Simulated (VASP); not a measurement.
All values below come from PBE GGA with D3 dispersion (Becke-Johnson damping), VASP's PBE PAW potentials (set 64) (plane waves; VASP 6.6.1).

The input files of a VASP run:

**INCAR**
```
ALGO = Normal
EDIFF = 1E-6
EDIFFG = -0.01
ENCUT = 520
GGA = PE
IBRION = 2
ISIF = 3
ISMEAR = 0
IVDW = 12
LASPH = T
LCHARG = F
LREAL = F
LWAVE = F
NELM = 100
NSW = 60
PREC = Accurate
SIGMA = 0.05
SYSTEM = LiF
```

### POSCAR
```
LiF
1
    0.0000000000     2.0150000000     2.0150000000
    2.0150000000     0.0000000000     2.0150000000
    2.0150000000     2.0150000000     0.0000000000
Li F
1 1
Direct
  0.0000000000   0.0000000000   0.0000000000
  0.5000000000   0.5000000000   0.5000000000
```

KPOINTS:
```
Automatic mesh
0
Gamma
10 10 10
0 0 0
```

POTCAR, in this order: Li_sv F (PBE.64 set). Program: vasp_std.

What VASP printed:

File OSZICAR:
```
       N       E                     dE             d eps       ncg     rms          rms(c)
DAV:   1     0.312066718359E+02    0.31207E+02   -0.56239E+03   871   0.112E+03
DAV:   2    -0.916111298491E+01   -0.40368E+02   -0.39813E+02   915   0.208E+02
DAV:   3    -0.101364808192E+02   -0.97537E+00   -0.97348E+00  1095   0.308E+01
DAV:   4    -0.101484692683E+02   -0.11988E-01   -0.11984E-01  1079   0.349E+00
DAV:   5    -0.101485539538E+02   -0.84686E-04   -0.84685E-04  1149   0.196E-01    0.454E+00
DAV:   6    -0.962665191703E+01    0.52190E+00   -0.28068E+00   862   0.131E+01    0.140E+00
DAV:   7    -0.963085956793E+01   -0.42077E-02   -0.19264E-02  1155   0.156E+00    0.855E-01
DAV:   8    -0.963770054889E+01   -0.68410E-02   -0.16303E-02  1174   0.167E+00    0.993E-02
DAV:   9    -0.963779123731E+01   -0.90688E-04   -0.80128E-04   927   0.310E-01    0.413E-02
DAV:  10    -0.963785650543E+01   -0.65268E-04   -0.14815E-04   959   0.115E-01    0.566E-03
DAV:  11    -0.963785914622E+01   -0.26408E-05   -0.20196E-06  1186   0.191E-02    0.229E-03
DAV:  12    -0.963785908153E+01    0.64697E-07   -0.48701E-07   880   0.844E-03
   1 F= -.99940768E+01 E0= -.99940768E+01  d E =-.999408E+01
       N       E                     dE             d eps       ncg     rms          rms(c)
DAV:   1    -0.965526358782E+01   -0.17404E-01   -0.41340E-01   847   0.668E+00    0.118E+00
DAV:   2    -0.963513616346E+01    0.20127E-01   -0.11364E-01   867   0.281E+00    0.224E-01
DAV:   3    -0.963471009307E+01    0.42607E-03   -0.65810E-04  1178   0.320E-01    0.127E-01
DAV:   4    -0.963451429599E+01    0.19580E-03   -0.23518E-04  1320   0.155E-01    0.796E-03
DAV:   5    -0.963451610767E+01   -0.18117E-05   -0.86956E-06   859   0.329E-02    0.266E-03
DAV:   6    -0.963451579529E+01    0.31237E-06   -0.71677E-07   606   0.862E-03
   2 F= -.99963605E+01 E0= -.99963605E+01  d E =-.228371E-02
       N       E                     dE             d eps       ncg     rms          rms(c)
DAV:   1    -0.964318258687E+01   -0.86665E-02   -0.25122E-01   847   0.522E+00    0.919E-01
DAV:   2    -0.963100141437E+01    0.12181E-01   -0.67970E-02   867   0.218E+00    0.175E-01
DAV:   3    -0.963074332470E+01    0.25809E-03   -0.39184E-04  1172   0.248E-01    0.986E-02
DAV:   4    -0.963062537479E+01    0.11795E-03   -0.14160E-04  1300   0.121E-01    0.607E-03
DAV:   5    -0.963062678576E+01   -0.14110E-05   -0.52853E-06   806   0.258E-02    0.208E-03
DAV:   6    -0.963062645084E+01    0.33492E-06   -0.44032E-07   471   0.684E-03
   3 F= -.99969284E+01 E0= -.99969284E+01  d E =-.285153E-02
```

### OUTCAR
```
------------------------ aborting loop because EDIFF is reached ----------------------------------------
 Edisp (eV)   -0.36630
  FORCE on cell =-STRESS in cart. coord.  units (eV):
  Direction    XX          YY          ZZ          XY          YZ          ZX
  --------------------------------------------------------------------------------------
  Total      -0.00138    -0.00138    -0.00138     0.00000    -0.00000     0.00000
  in kB      -0.13895    -0.13895    -0.13895     0.00000    -0.00000     0.00000
  external pressure =       -0.14 kB  Pullay stress =        0.00 kB
  volume of cell :       15.93
      direct lattice vectors                 reciprocal lattice vectors
     0.000000000  1.996897294  1.996897294    -0.250388441  0.250388441  0.250388441
     1.996897294  0.000000000  1.996897294     0.250388441 -0.250388441  0.250388441
     1.996897294  1.996897294  0.000000000     0.250388441  0.250388441 -0.250388441
  FREE ENERGIE OF THE ION-ELECTRON SYSTEM (eV)
  ---------------------------------------------------
  free  energy   TOTEN  =        -9.9969283643 eV

  energy  without entropy=       -9.9969283643  energy(sigma->0) =       -9.99692836

 reached required accuracy - stopping structural energy minimisation
```
(Selected blocks of OUTCAR.)

### CONTCAR
```
LiF
   1.00000000000000
     0.0000000000000000    1.9968972940283090    1.9968972940283090
     1.9968972940283090    0.0000000000000000    1.9968972940283090
     1.9968972940283090    1.9968972940283090    0.0000000000000000
  Li              F
     1     1
Direct
     0.0000000000000000    0.0000000000000000    0.0000000000000000
     0.5000000000000000    0.5000000000000000    0.5000000000000000
```

Energy and stress use the plane-wave basis of the starting cell.

The compound is LiF in the rock salt structure. This run relaxes it. Symmetry was kept, so distortions that lower it aren't found.
